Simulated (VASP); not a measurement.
Method: PBEsol GGA, VASP's PBE PAW potentials (set 64) (plane waves; VASP 6.6.1).

VASP ran on this input.

### INCAR
```
# general
SYSTEM =Rh
PREC   =Accurate
ENCUT  =400   # plane-wave cut-off (eV)
LREAL  =.FALSE.   # projection in real space or not
LASPH  =.TRUE.

# electronic loop
EDIFF  =1E-6   # SCF stop (eV)
NELM   =100   # most electronic steps
ALGO   =Normal
LMAXMIX=4   # l cut-off of mixed one-centre charges

# smearing
ISMEAR =1
SIGMA  =0.1   # width (eV)

# functional
GGA    =PS   # PBEsol

# ions
IBRION =2
NSW    =60
ISIF   =3   # ions, shape and volume
EDIFFG =-0.01   # ionic stop

# output
LWAVE  =.FALSE.
LCHARG =.FALSE.
```

### KPOINTS
```
Automatic mesh
0
Gamma
14 14 8
0 0 0
```

File POSCAR:
```
Rh
1
    2.6921810000     0.0000000000     0.0000000000
   -1.3460900000     2.3314970000     0.0000000000
    0.0000000000     0.0000000000     4.3710090000
Rh
2
Direct
  0.3333330000   0.6666670000   0.2500000000
  0.6666670000   0.3333330000   0.7500000000
```

POTCAR, in this order: Rh_pv (PBE.64 set). Program: vasp_std.

What VASP printed:

**OSZICAR**
```
       N       E                     dE             d eps       ncg     rms          rms(c)
DAV:   1     0.281980125621E+03    0.28198E+03   -0.17199E+04  4616   0.153E+03
DAV:   2    -0.108210149874E+02   -0.29280E+03   -0.28479E+03  4798   0.473E+02
DAV:   3    -0.173784817306E+02   -0.65575E+01   -0.64348E+01  4925   0.792E+01
DAV:   4    -0.174240140441E+02   -0.45532E-01   -0.45523E-01  4949   0.680E+00
DAV:   5    -0.174246781692E+02   -0.66413E-03   -0.66411E-03  4983   0.848E-01    0.159E+01
DAV:   6    -0.162368495719E+02    0.11878E+01   -0.37067E+00  4824   0.203E+01    0.497E+00
DAV:   7    -0.161951147268E+02    0.41735E-01   -0.78109E-02  4998   0.240E+00    0.222E+00
DAV:   8    -0.161870671198E+02    0.80476E-02   -0.11087E-02  4773   0.137E+00    0.450E-01
DAV:   9    -0.161864334634E+02    0.63366E-03   -0.52211E-04  4893   0.304E-01    0.349E-02
DAV:  10    -0.161864441585E+02   -0.10695E-04   -0.59296E-06  5016   0.254E-02    0.762E-03
DAV:  11    -0.161864440426E+02    0.11595E-06   -0.94320E-07  2748   0.107E-02
   1 F= -.16186444E+02 E0= -.16186656E+02  d E =-.161864E+02
       N       E                     dE             d eps       ncg     rms          rms(c)
DAV:   1    -0.182626347790E+02   -0.20762E+01   -0.37655E+01  4782   0.755E+01    0.130E+01
DAV:   2    -0.161755605912E+02    0.20871E+01   -0.63809E+00  4767   0.281E+01    0.194E+00
DAV:   3    -0.161382763604E+02    0.37284E-01   -0.15824E-01  4923   0.384E+00    0.129E+00
DAV:   4    -0.161407366731E+02   -0.24603E-02   -0.10675E-02  4773   0.104E+00    0.355E-01
DAV:   5    -0.161417107877E+02   -0.97411E-03   -0.12661E-03  5013   0.313E-01    0.391E-02
DAV:   6    -0.161416592961E+02    0.51492E-04   -0.50873E-05  4800   0.696E-02    0.131E-02
DAV:   7    -0.161416541618E+02    0.51343E-05   -0.84643E-06  4923   0.359E-02    0.377E-03
DAV:   8    -0.161416536123E+02    0.54956E-06   -0.10345E-06  2460   0.110E-02
   2 F= -.16141654E+02 E0= -.16141784E+02  d E =0.447904E-01
       N       E                     dE             d eps       ncg     rms          rms(c)
DAV:   1    -0.173536426107E+02   -0.12120E+01   -0.20701E+01  4737   0.581E+01    0.738E+00
DAV:   2    -0.161991696475E+02    0.11545E+01   -0.36926E+00  4734   0.209E+01    0.187E+00
DAV:   3    -0.161909466745E+02    0.82230E-02   -0.52154E-02  4839   0.210E+00    0.985E-01
DAV:   4    -0.161930167433E+02   -0.20701E-02   -0.69280E-03  4770   0.837E-01    0.202E-01
DAV:   5    -0.161933733889E+02   -0.35665E-03   -0.43647E-04  5009   0.182E-01    0.357E-02
DAV:   6    -0.161933510918E+02    0.22297E-04   -0.22011E-05  4821   0.453E-02    0.839E-03
DAV:   7    -0.161933517125E+02   -0.62065E-06   -0.17141E-06  2897   0.170E-02
   3 F= -.16193352E+02 E0= -.16193540E+02  d E =-.690767E-02
       N       E                     dE             d eps       ncg     rms          rms(c)
DAV:   1    -0.161934995265E+02   -0.14843E-03   -0.25516E-03  4764   0.632E-01    0.891E-02
DAV:   2    -0.161933502055E+02    0.14932E-03   -0.47092E-04  4755   0.238E-01    0.146E-02
DAV:   3    -0.161933503767E+02   -0.17127E-06   -0.66209E-06  4869   0.236E-02
   4 F= -.16193350E+02 E0= -.16193538E+02  d E =-.690633E-02
       N       E                     dE             d eps       ncg     rms          rms(c)
DAV:   1    -0.161953936696E+02   -0.20435E-02   -0.66663E-02  4689   0.228E+00    0.270E-01
DAV:   2    -0.161937686229E+02    0.16250E-02   -0.19862E-03  4731   0.477E-01    0.108E-01
DAV:   3    -0.161934422461E+02    0.32638E-03   -0.85950E-04  4928   0.231E-01    0.250E-02
DAV:   4    -0.161934410099E+02    0.12362E-05   -0.37115E-05  4824   0.780E-02    0.770E-03
DAV:   5    -0.161934405439E+02    0.46600E-06   -0.40468E-06  4432   0.147E-02
   5 F= -.16193441E+02 E0= -.16193599E+02  d E =-.901672E-04
       N       E                     dE             d eps       ncg     rms          rms(c)
DAV:   1    -0.161935156118E+02   -0.74602E-04   -0.23956E-03  4686   0.433E-01    0.523E-02
DAV:   2    -0.161934551604E+02    0.60451E-04   -0.73539E-05  4752   0.915E-02    0.208E-02
DAV:   3    -0.161934430877E+02    0.12073E-04   -0.31044E-05  4932   0.438E-02    0.470E-03
DAV:   4    -0.161934430311E+02    0.56599E-07   -0.12004E-06  2444   0.147E-02
   6 F= -.16193443E+02 E0= -.16193608E+02  d E =-.926544E-04
```

### OUTCAR
```
------------------------ aborting loop because EDIFF is reached ----------------------------------------
  FORCE on cell =-STRESS in cart. coord.  units (eV):
  Direction    XX          YY          ZZ          XY          YZ          ZX
  --------------------------------------------------------------------------------------
  Total        0.0114125      0.0114125      0.0128894      0.0000000      0.0000000      0.0000000
  in kB        0.6775755      0.6775754      0.7652594      0.0000001      0.0000000      0.0000000
  external PRESSURE =       0.7068034 kB  Pullay stress =       0.0000000 kB
  volume of cell :       26.99
      direct lattice vectors                 reciprocal lattice vectors
     2.680618912 -0.000000002  0.000000000     0.373048178  0.215379399 -0.000000000
    -1.340308960  2.321483941 -0.000000000     0.000000000  0.430758957 -0.000000000
     0.000000000  0.000000000  4.336450863     0.000000000  0.000000000  0.230603328
 POSITION                                       TOTAL-FORCE (eV/Angst)
 -----------------------------------------------------------------------------------
     -0.00000      1.54766      1.08411        -0.000000     -0.000000      0.000000
      1.34031      0.77383      3.25234         0.000000      0.000000      0.000000
 -----------------------------------------------------------------------------------
    total drift:                               -0.001148      0.000663     -0.000357
  FREE ENERGIE OF THE ION-ELECTRON SYSTEM (eV)
  ---------------------------------------------------
  free  energy   TOTEN  =       -16.1934430311 eV

  energy  without entropy=      -16.1939369145  energy(sigma->0) =      -16.19360766

 reached required accuracy - stopping structural energy minimisation
```
(Selected blocks of OUTCAR.)

File CONTCAR:
```
Rh
   1.00000000000000
     2.6806189121063375   -0.0000000024881058    0.0000000000000000
    -1.3403089603552776    2.3214839411841002   -0.0000000000000000
     0.0000000000000000    0.0000000000000000    4.3364508630974417
  Rh
     2
Direct
     0.3333330000000032    0.6666669999999968    0.2500000000000000
     0.6666669999999968    0.3333330000000032    0.7500000000000000
```

The structure was generated: Rh was put into the hcp type (P6_3/mmc), which need not be its known phase. This run relaxes it. Symmetry was kept, so distortions that lower it aren't found.
